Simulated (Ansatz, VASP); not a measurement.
# ZrGe: VASP beside Ansatz

Aim: how closely do two programs agree when they are given the same cell, functional and k mesh? The cell is generated by rule, not measured, and may not be a known phase. The cell is taken from a series of VASP runs on this material, whose earlier steps may have relaxed, scaled or displaced it; both programs get it as it stands.

Program: Ansatz 0.2.0. Level of theory: plane waves, with VASP 6.6.1 beside it; band structure at PBEsol, spin-orbit coupling. Results are calculated unless marked as measured.

The structure was built from a prototype and need not be the compound's stable phase.

## Step 1: The structure

Symmetry: Fm-3m, No. 225, cubic system. The conventional cell has a = 5.640 Å, b = 5.640 Å, c = 5.640 Å, α = 90.00°, β = 90.00°, γ = 90.00°. Nearest to Zr lie 6 Ge at 2.82 Å. Nearest to Ge lie 6 Zr at 2.82 Å. Farther neighbours are not listed.

## Step 2: VASP: band structure, PBEsol, spin-orbit coupling

With cell and atoms fixed, the geometry can't cause a difference; cores, projectors, grids and the points listed under the comparison can.

Lines of VASP's logs that name or quote its potential files are left out, and so is its time.

Contents of INCAR:

```
SYSTEM = ZrGe
PREC = Accurate
ENCUT = 410
EDIFF = 1E-06
NELM = 100
ISMEAR = 0
SIGMA = 0.02
LREAL = .FALSE.
ALGO = Normal
GGA = PS
LNONCOLLINEAR = .TRUE.
MAGMOM = 0 0 0 0 0 0
NBANDS = 38
GGA_COMPAT = .FALSE.
LASPH = .TRUE.
LSORBIT = .TRUE.
LMAXMIX = 4
LORBIT = 11
LWAVE = .FALSE.
LCHARG = .FALSE.
KPAR = 4
ISIF = 2
```

Contents of POSCAR:

```
ZrGe
1.0
    0.0000000000      2.8200000000      2.8200000000
    2.8200000000      0.0000000000      2.8200000000
    2.8200000000      2.8200000000      0.0000000000
Zr Ge
1 1
Direct
    0.0000000000      0.0000000000      0.0000000000
    0.5000000000      0.5000000000      0.5000000000
```

Contents of KPOINTS:

```
Automatic mesh
0
Gamma
8 8 8
0 0 0
```

Contents of KPOINTS_OPT:

```
Line mode
16
Line-mode
Reciprocal
  0.00000000   0.00000000   0.00000000 GAMMA
  0.50000000   0.00000000   0.50000000 X

  0.50000000   0.00000000   0.50000000 X
  0.50000000   0.25000000   0.75000000 W

  0.50000000   0.25000000   0.75000000 W
  0.37500000   0.37500000   0.75000000 K

  0.37500000   0.37500000   0.75000000 K
  0.00000000   0.00000000   0.00000000 GAMMA

  0.00000000   0.00000000   0.00000000 GAMMA
  0.50000000   0.50000000   0.50000000 L

  0.50000000   0.50000000   0.50000000 L
  0.62500000   0.25000000   0.62500000 U

  0.62500000   0.25000000   0.62500000 U
  0.50000000   0.25000000   0.75000000 W

  0.50000000   0.25000000   0.75000000 W
  0.50000000   0.50000000   0.50000000 L

  0.50000000   0.50000000   0.50000000 L
  0.37500000   0.37500000   0.75000000 K

  0.62500000   0.25000000   0.62500000 U
  0.50000000   0.00000000   0.50000000 X
```

The projector-augmented-wave data sets are Zr_sv and Ge_d (PBE family, release 64).

Launch:

```console
> mpirun -np 4 vasp_ncl
```

Numbers of over 12 decimals in the logs are rounded to 6 here.

What it wrote:

```text
[banner, memory and clock lines left out]
running    4 mpi-ranks, on    1 nodes
 distrk:  each k-point on    1 cores,    4 groups
 distr:  one band on    1 cores,    1 groups

 POSCAR found type information on POSCAR ZrGe
 POSCAR found :  2 types and       2 ions
|                                                                             |
|               ----> ADVICE to this user running VASP <----                  |
|                                                                             |
|     You enforced a specific xc type in the INCAR file but a different       |
|     [... a line on the potential file left out ...]
|     I HOPE YOU KNOW WHAT YOU ARE DOING!                                     |
|                                                                             |

 LDA part: xc-table for (Slater+PW92), standard interpolation
 POSCAR, INCAR and KPOINTS ok, starting setup
 FFT: planning ... GRIDC
 FFT: planning ... GRID_SOFT
 FFT: planning ... GRID
 WAVECAR not read
 entering main loop
       N       E                     dE             d eps       ncg     rms          rms(c)
DAV:   1     0.269216786857E+03    0.26922E+03   -0.11008E+04  2846   0.265E+03
DAV:   2     0.267418909756E+02   -0.24247E+03   -0.23152E+03  2228   0.751E+02
DAV:   3    -0.139167034205E+02   -0.40659E+02   -0.39965E+02  2930   0.173E+02
DAV:   4    -0.167548379390E+02   -0.28381E+01   -0.28037E+01  3248   0.484E+01
DAV:   5    -0.168721285614E+02   -0.11729E+00   -0.11720E+00  3274   0.839E+00    0.115E+01
DAV:   6    -0.155379618941E+02    0.13342E+01   -0.22416E+00  3398   0.482E+01    0.341E+00
DAV:   7    -0.155165425467E+02    0.21419E-01   -0.55459E-01  2974   0.648E+00    0.135E+00
DAV:   8    -0.155125245609E+02    0.40180E-02   -0.29535E-02  3086   0.228E+00    0.687E-01
DAV:   9    -0.155117100290E+02    0.81453E-03   -0.37796E-03  2896   0.530E-01    0.209E-01
DAV:  10    -0.155116920244E+02    0.18005E-04   -0.25540E-04  3180   0.181E-01    0.576E-02
DAV:  11    -0.155116825253E+02    0.94991E-05   -0.92034E-05  2820   0.106E-01    0.166E-02
DAV:  12    -0.155116817874E+02    0.73782E-06   -0.70936E-06  2296   0.238E-02
   1 F= -.15511682E+02 E0= -.15511681E+02  d E =-.133366E-05  mag=     0.0000    -0.0000    -0.0000
 Start KPOINTS_OPT (optional k-point list driver)
k-point batch [1-29\160]
       N       E                     dE             ncg
DAV:   1    -0.175291624351E+04   -0.18068E+05     2900
DAV:   2    -0.874666174605E+04   -0.69937E+04     2346
DAV:   3    -0.986510885217E+04   -0.11184E+04     2692
DAV:   4    -0.995796136695E+04   -0.92853E+02     3242
DAV:   5    -0.996121080704E+04   -0.32494E+01     2982
DAV:   6    -0.996127852458E+04   -0.67718E-01     2884
DAV:   7    -0.996128054027E+04   -0.20157E-02     3076
DAV:   8    -0.996128057691E+04   -0.36643E-04     2914
DAV:   9    -0.996128057755E+04   -0.64182E-06     1718
[...]
k-point batch [146-160\160]
       N       E                     dE             ncg
DAV:   1     0.938225621256E+04   -0.13030E+05     1462
DAV:   2     0.575793191588E+04   -0.36243E+04     1220
DAV:   3     0.518822003281E+04   -0.56971E+03     1362
DAV:   4     0.514643327583E+04   -0.41787E+02     1618
DAV:   5     0.514440985235E+04   -0.20234E+01     1542
DAV:   6     0.514437996151E+04   -0.29891E-01     1428
DAV:   7     0.514437926721E+04   -0.69430E-03     1574
DAV:   8     0.514437925303E+04   -0.14175E-04     1436
DAV:   9     0.514437925283E+04   -0.20035E-06      814
```

OUTCAR, selected parts (step 2):

```text
ion  position               nearest neighbor table
   1  0.000  0.000  0.000-   2 2.82   2 2.82   2 2.82   2 2.82   2 2.82   2 2.82
   2  0.500  0.500  0.500-   1 2.82   1 2.82   1 2.82   1 2.82   1 2.82   1 2.82

  LATTYP: Found a face centered cubic cell.
 ALAT       =     5.6400000000

 Subroutine GETGRP returns: Found 48 space group operations
 (whereof 48 operations were pure point group operations)

The static configuration has the point symmetry O_h .

 Found     29 irreducible k-points:

   k-points           NKPTS =     29   k-points in BZ     NKDIM =     29   number of bands    NBANDS=     38

   dimension x,y,z NGX =    28 NGY =   28 NGZ =   28
   dimension x,y,z NGXF=    56 NGYF=   56 NGZF=   56

   ENCUT  =  410.0 eV  30.13 Ry    5.49 a.u.   6.58  6.58  6.58*2*pi/ulx,y,z

   NELECT =      26.0000    total number of electrons

 k-points in reciprocal lattice and weights: Automatic mesh
   0.00000000  0.00000000  0.00000000       0.002
   0.12500000  0.00000000  0.00000000       0.016
   0.25000000  0.00000000  0.00000000       0.016
   0.37500000  0.00000000  0.00000000       0.016
   0.50000000  0.00000000  0.00000000       0.008
   0.12500000  0.12500000  0.00000000       0.012
   0.25000000  0.12500000  0.00000000       0.047
   0.37500000  0.12500000  0.00000000       0.047
   0.50000000  0.12500000  0.00000000       0.047
[...]
-0.37500000  0.50000000  0.12500000       0.023
  -0.25000000  0.50000000  0.25000000       0.012

 average (electrostatic) potential at core
       1 -77.0928       2 -71.1308

 E-fermi :   6.8981

 k-point     1 :       0.0000    0.0000    0.0000
  band No.  band energies     occupation
    ...
     16     -16.5284      1.00000
     17     -16.5089      1.00000
     18     -16.5089      1.00000
     19      -2.8905      1.00000
     20      -2.8905      1.00000
     21       7.1188      0.00000
     22       7.1188      0.00000
     23       7.1188      0.00000
     24       7.1188      0.00000
     25       7.1881      0.00000
    ...

 k-point     2 :       0.1250    0.0000    0.0000
  band No.  band energies     occupation
    ...
     22       6.3794      1.00000
     23       6.7549      1.00000
     24       6.7549      1.00000
     25       6.7600      1.00000
     26       6.7600      1.00000
     27       7.4717      0.00000
     28       7.4717      0.00000
     29       7.5085      0.00000
     30       7.5085      0.00000
     31       8.7752      0.00000
    ...

 k-point     3 :       0.2500    0.0000    0.0000
  band No.  band energies     occupation
    ...
     22       4.7491      1.00000
     23       5.7903      1.00000
     24       5.7903      1.00000
     25       5.8257      1.00000
     26       5.8257      1.00000
     27       7.9703      0.00000
     28       7.9703      0.00000
     29       7.9887      0.00000
     30       7.9887      0.00000
     31       8.7594      0.00000
    ...

  Total       -3.2747895     -3.2747895     -3.2747895     -0.0000000      0.0000000     -0.0000000
  in kB     -116.9813555   -116.9813555   -116.9813555     -0.0000000      0.0000000     -0.0000000
  external PRESSURE =    -116.9813555 kB  Pullay stress =       0.0000000 kB

  energy-cutoff  :      410.00
  volume of cell :       44.85
      direct lattice vectors                 reciprocal lattice vectors
     0.000000000  2.820000000  2.820000000    -0.177304965  0.177304965  0.177304965
     2.820000000  0.000000000  2.820000000     0.177304965 -0.177304965  0.177304965
     2.820000000  2.820000000  0.000000000     0.177304965  0.177304965 -0.177304965

 POSITION                                       TOTAL-FORCE (eV/Angst)
 -----------------------------------------------------------------------------------
      0.00000      0.00000      0.00000         0.000000     -0.000000      0.000000
      2.82000      2.82000      2.82000        -0.000000      0.000000     -0.000000
 -----------------------------------------------------------------------------------
    total drift:                                0.000000      0.000000      0.000000

  FREE ENERGIE OF THE ION-ELECTRON SYSTEM (eV)
  ---------------------------------------------------
  free  energy   TOTEN  =       -15.5116817874 eV

  energy  without entropy=      -15.5116804538  energy(sigma->0) =      -15.51168112

 Spin-Orbit-Coupling matrix elements
 Ion:    1  E_soc:     -0.1460801
 Ion:    2  E_soc:     -0.0231282

 total charge
# of ion       s       p       d       tot
------------------------------------------
    1        2.140   5.959   1.569   9.669
    2        1.142   1.307   9.991  12.440
--------------------------------------------------
tot          3.282   7.266  11.560  22.108

 magnetization (x)
# of ion       s       p       d       tot
------------------------------------------
    1        0.000  -0.000  -0.000  -0.000
    2       -0.000   0.000  -0.000  -0.000
--------------------------------------------------
tot         -0.000   0.000  -0.000  -0.000

 magnetization (y)
# of ion       s       p       d       tot
------------------------------------------
    1        0.000   0.000  -0.000   0.000
    2        0.000   0.000   0.000   0.000
--------------------------------------------------
tot          0.000   0.000  -0.000   0.000

 magnetization (z)
# of ion       s       p       d       tot
------------------------------------------
    1       -0.000   0.000  -0.000  -0.000
    2       -0.000   0.000   0.000   0.000
--------------------------------------------------
tot         -0.000   0.000  -0.000  -0.000

[... 3 further parts left out ...]
```

The k-mesh is coarse for a metal.

The run ends at a pressure of -11.70 GPa.

## Step 3: Ansatz: band structure, PBEsol, spin-orbit coupling

Ansatz runs on its fully relativistic PAW (standard-fr) files.

The same cell, functional, mesh and smearing now go to Ansatz, which takes its cutoff from its data sets.

Contents of input.yaml:

```yaml
crystal:
  lattice:
    - [0.0, 2.82, 2.82]
    - [2.82, 0.0, 2.82]
    - [2.82, 2.82, 0.0]
  atoms:
    - { symbol: Zr, position: [0.0, 0.0, 0.0] }
    - { symbol: Ge, position: [0.5, 0.5, 0.5] }
hamiltonian:
  xc: pbesol
  pseudopotentials: { kind: paw_fr }
magnetization:
  noncollinear: true
  spin_orbit: true
kpoints:
  mp_grid: { grid: [8, 8, 8] }
  band_path:
    path:
      - [0.0, 0.0, 0.0]
      - [0.16667, 0.0, 0.16667]
      - [0.33333, 0.0, 0.33333]
      - [0.5, 0.0, 0.5]
      - [0.5, 0.08333, 0.58333]
      - [0.5, 0.18333, 0.68333]
      - [0.5, 0.25, 0.75]
      - [0.45, 0.3, 0.75]
      - [0.40833, 0.34167, 0.75]
      - [0.35, 0.35, 0.7]
      - [0.225, 0.225, 0.45]
      - [0.075, 0.075, 0.15]
      - [0.03333, 0.03333, 0.03333]
      - [0.23333, 0.23333, 0.23333]
      - [0.4, 0.4, 0.4]
      - [0.51667, 0.46667, 0.51667]
      - [0.55833, 0.38333, 0.55833]
      - [0.60833, 0.28333, 0.60833]
      - [0.60833, 0.25, 0.64167]
      - [0.55833, 0.25, 0.69167]
      - [0.51667, 0.25, 0.73333]
      - [0.5, 0.3, 0.7]
      - [0.5, 0.38333, 0.61667]
      - [0.5, 0.48333, 0.51667]
      - [0.475, 0.475, 0.55]
      - [0.425, 0.425, 0.65]
      - [0.38333, 0.38333, 0.73333]
      - [0.59167, 0.18333, 0.59167]
      - [0.55, 0.1, 0.55]
      - [0.5, 0.0, 0.5]
    npoints: 1
scf:
  occupations: { method: gaussian, width: 0.02 }
  n_extra_bands: 14
output:
  forces: true
  stress: true
  eigenvalues: true
```

Launch:

```console
> ansatz run input.yaml --threads 2 --pin off --max-ram 4608MiB --backend cpu --events-out ev --progress --plain --runs-dir out
```

What it wrote:

```text
scf.n_extra_bands = 14 over 26 filled bands (N_el = 26.0): the run solves 40 bands
Engine: ansatz 0.2.0, aarch64-unknown-linux-gnu
Pseudopotentials: kind: paw_fr
Pseudopotential: Zr, paw_fr, valence charge 12, recommended cutoff 420 eV (normal), Zr.paw.azcp#standard-fr
Pseudopotential: Ge, paw_fr, valence charge 14, recommended cutoff 420 eV (normal), Ge.paw.azcp#standard-fr
Functional definition: PBEsol
  exchange = pbesol_x
  correlation = pbesol_c
non-collinear run that drives no moment, with spin-orbit: no starting moment large enough to seed its density (crystal.atoms[].spin), no starting occupations that ask for one, no magnetisation constraint and no magnetic field, so the semilocal B_xc is pinned to zero
Crystal: 2 atoms, lattice volume = 44.852 Å³
Basis set: ecut = 420 eV, 893 PW (Γ), exchange–correlation on 54×54×54 points (8 copies of the dense FFT grid, shifted against one another)
Bands: 40, of which v1, the nominal top of the filled ones, is band 26 counted from 1 (25 counted from 0)
Symmetry: 48 space group operations + 48 with time reversal
Magnetic group: BNS 225.117 (UNI 1619), of the structure as read, at distance tolerance 3.6e-5 Å
k-points: 29 of 512
Projection manifold: j_resolved (fully-relativistic pseudo-atomic orbitals)
Non-local potential: Zr, projectors of the file, l = 0: 3, l = 1: 4, l = 2: 4, l = 3: 4
Non-local potential: Ge, projectors of the file, l = 0: 2, l = 1: 4, l = 2: 6, l = 3: 2
PAW form: soft (Blöchl's): semilocal exchange-correlation on the pseudo side does not see the compensation charge
PAW frozen core: Zr, regenerated for the run's functional, and the local potential with it (the file was generated under x = pbe(κ = 0.804, μ = 0.219515), c = pbe(β = 0.066725))
PAW frozen core: Ge, regenerated for the run's functional, and the local potential with it (the file was generated under x = pbe(κ = 0.804, μ = 0.219515), c = pbe(β = 0.066725))
PAW one-centre angular grid: Zr, 590 points (default); XC on 64 Gauss nodes
PAW one-centre angular grid: Ge, 590 points (default); XC on 64 Gauss nodes
Initial density: superposition of atomic densities (chi_scale 0.1, normalization cell, long waves kept (reshape's long-wave potential 0.00 eV rms))
Initial wavefunctions: pseudopotential atomic-orbital guess
Functional: x = pbesol(κ = 0.804, μ = 0.123457), c = pbesol(β = 0.046)
SCF iter   1: F=—  HF=-8384.621006 eV  |F-HF|=—  |Δ(HF+E_count)|=         —  Δρ=3.47e-2  dr2=4.37e-1  dr2_m=0.00e0 (ungated)  ethr=3.10e-3  |M|=0.00e0 ∫|m|=0.00e0 μB  |m|>n=0.0e0 m-floor=0.0e0 τ_xc=0.0e0  β_m=0.30  ⟨swp⟩=6.3  Hψ=2603  notcnv=0  defer=40
preconditioner: auto → none  [insulator: Δε(μ)=0.038 eV  Ē_g=17.871 eV  σ=0.020 eV  W_gap=0.82  n_scr=14 (ndim 8)  ℏωp=23.5 eV  f_vac=0.000  D(μ)=0.55/eV (n_scr^D=0)  ε∞_Penn≈2.7]
SCF iter   2: F=—  HF=-8384.493131 eV  |F-HF|=—  |Δ(HF+E_count)|=   1.28e-1  Δρ=2.05e-2  dr2=1.24e-1  dr2_m=0.00e0 (ungated)  ethr=1.68e-3  |M|=0.00e0 ∫|m|=0.00e0 μB  |m|>n=0.0e0 m-floor=0.0e0 τ_xc=0.0e0  β_m=0.41  ⟨swp⟩=2.0  Hψ=998  notcnv=0  defer=198
SCF iter   3: F=—  HF=-8384.477175 eV  |F-HF|=—  |Δ(HF+E_count)|=   1.60e-2  Δρ=8.61e-3  dr2=1.82e-2  dr2_m=0.00e0 (ungated)  ethr=4.77e-4  |M|=0.00e0 ∫|m|=0.00e0 μB  |m|>n=0.0e0 m-floor=0.0e0 τ_xc=0.0e0  β_m=0.47  ⟨swp⟩=2.7  Hψ=839  notcnv=0  defer=200
SCF iter   4: F=—  HF=-8384.478567 eV  |F-HF|=—  |Δ(HF+E_count)|=   1.39e-3  Δρ=2.28e-3  dr2=1.29e-3  dr2_m=0.00e0 (ungated)  ethr=7.01e-5  |M|=0.00e0 ∫|m|=0.00e0 μB  |m|>n=0.0e0 m-floor=0.0e0 τ_xc=0.0e0  β_m=0.51  ⟨swp⟩=2.1  Hψ=827  notcnv=0  defer=204
SCF iter   5: F=—  HF=-8384.479265 eV  |F-HF|=—  |Δ(HF+E_count)|=   6.99e-4  Δρ=5.27e-4  dr2=4.68e-5  dr2_m=0.00e0 (ungated)  ethr=4.95e-6  |M|=0.00e0 ∫|m|=0.00e0 μB  |m|>n=0.0e0 m-floor=0.0e0 τ_xc=0.0e0  β_m=0.69  ⟨swp⟩=3.0  Hψ=747  notcnv=0  defer=204
SCF iter   6: F=—  HF=-8384.479297 eV  |F-HF|=—  |Δ(HF+E_count)|=   3.13e-5  Δρ=7.80e-5  dr2=9.97e-7  dr2_m=0.00e0 (ungated)  ethr=1.80e-7  |M|=0.00e0 ∫|m|=0.00e0 μB  |m|>n=0.0e0 m-floor=0.0e0 τ_xc=0.0e0  β_m=0.75  ⟨swp⟩=2.3  Hψ=697  notcnv=0  defer=204
SCF iter   7: F=-8384.479297 eV  HF=-8384.479297 eV  |F-HF|=6.18e-10  |Δ(HF+E_count)|=   3.07e-7  Δρ=2.52e-6  dr2=1.58e-9  dr2_m=0.00e0 (ungated)  ethr=3.85e-10  |M|=0.00e0 ∫|m|=0.00e0 μB  |m|>n=0.0e0 m-floor=0.0e0 τ_xc=0.0e0  ⟨swp⟩=9.3  Hψ=3031  notcnv=0
SCF 1 converged in 7 iterations: F = -8384.479297 eV  dr2 = 1.58e-9
  greatest PAW one-centre occupation: 0.998 electrons in one spin orbital (limit 2), on the Ge atom at site 1 (counted from 0), in its partial waves of l = 2
NSCF: frozen V_eff on 30 k-points
SCF converged after 7 iterations
Magnetization: |M| = 0.0000 μB,  M = (+0.0000, +0.0000, +0.0000) μB
Absolute magnetization: 0.0000 μB (∫|m|)
  site 0: m = (+0.0000, +0.0000, +0.0000) μB, |m| = 0.0000 μB  (R = 1.16 Å)
  site 1: m = (+0.0000, +0.0000, +0.0000) μB, |m| = 0.0000 μB  (R = 1.16 Å)
Free energy (F): -8384.479297 eV
Harris-Foulkes:  -8384.479297 eV  (|F-HF|=6.18e-10)
Internal energy: -8384.479296 eV  (E = F + TS)
E sigma→0 (E₀):  -8384.479296 eV
Entropy (-TS):   -0.000001 eV (-0.001 meV/atom)
Fermi energy:    11.287348 eV
--- Per-component energies (eV) ---
  E_band       = -233.859052
  E_kinetic    = 440.847842
  E_local      = -2984.104609  (includes V_loc(G=0)·N_el)
  E_nonlocal   = 501.062757
  E_hartree    = 1228.267199
  E_xc         = -234.573514
  E_vxc        = -253.934683  (∫ρ·V_xc dr)
  E_paw        = -4879.676338  (= ΣΔE_a)
  E_vpaw       = -394.265734  (= ΣTr[D̂ρ^β])
  E_aug_tail   = 0.000347  (compensation charges beyond the density's cutoff)
  E_ewald      = -2457.390590
  E_core_change = 1.087608  (= ΣΔE_core)
  E_smearing   = -0.000001  (= −TS)
  E_closure    = -0.000000  (closes the sum)
  Σ components = -8384.479297   (vs F -8384.479297, Δ=0.00e0)
--- Forces (eV/Å), atoms counted from 1 ---
  atom   1  Zr     0.00000000     0.00000000     0.00000000
  atom   2  Ge     0.00000000    -0.00000000    -0.00000000
  max |Σ_I F_I| component: 9.70e-29 eV/Å
--- Stress (GPa, compression-positive) ---
      -11.509772      -0.000000       0.000000
        0.000000     -11.509772       0.000000
       -0.000000      -0.000000     -11.509772
  P = ⅓ Tr σ = -11.5098 GPa (-115.098 kbar)
--- Band table (eV; the first three rows and the last of 29) ---
  k-point 0: bands = [... 22 lower, 11.5074, 11.5074, 11.5776, 11.5776, 12.1934, 12.1934, 12.1934, 12.1934, ... 10 higher]
  k-point 1: bands = [... 22 lower, 11.1443, 11.1443, 11.1494, 11.1494, 11.8605, 11.8605, 11.8976, 11.8976, ... 10 higher]
  k-point 2: bands = [... 22 lower, 10.1801, 10.1801, 10.2161, 10.2161, 12.3592, 12.3592, 12.3777, 12.3777, ... 10 higher]
  k-point 28: bands = [... 22 lower, 8.9297, 8.9297, 9.2080, 9.2080, 13.3835, 13.3835, 13.4303, 13.4303, ... 10 higher]
```

Elapsed: 10 s, on 2 threads of Arm Neoverse V2, shared host; peak memory 0.5 GiB.

Reading the cycles: dr2 is the Hartree energy of the density residual (eV), the measure of convergence; HF is the Harris–Foulkes estimate of the energy, which meets the free energy F at convergence.

## Step 4: Comparison

Known differences besides the potentials themselves: spin-orbit coupling enters by fully relativistic files in Ansatz and inside the spheres in VASP; the cutoff is 420 eV in Ansatz and 410 eV in VASP; Ansatz makes its cores anew for this functional, VASP keeps those of its PBE data sets. Total energies have different zeros and are not compared.

The two programs side by side:

```tsv
quantity	Ansatz	VASP	difference
pressure (GPa)	-11.51	-11.70	+0.19
```

Levels from 3 eV below to 2 eV above the Fermi level differ by 1 meV r.m.s. and 2 meV at most; each VASP level is matched to the nearest of Ansatz, which flatters the figure a little.

## Step 5: Summary of results

```yaml
r_m_s_difference_of_levels_near_the_fermi_level_band_structure_pbesol_spin_orbit_coupling: 0.92 meV
```

In words: The r.m.s. difference of levels near the Fermi level is 0.92 meV (band structure, PBEsol, spin-orbit coupling), within the 80 meV picked in this series as the mark of a large difference. 1 further run of this series is not shown here. How closely two codes agree says nothing of how well the functional describes the real material.

[Lines on the potential files, build, host, timing and source positions are cut from VASP's logs without a mark.]

[Logs are printed without paths, hosts, clocks, repeated set-up lines and the standing remarks that a program may print on its own settings, such as how far it seeks lower states.]

[Hosts, paths, dates, database ids (printed as entryN), source tags and the programs' standing remarks are cut or masked in the printed files.]
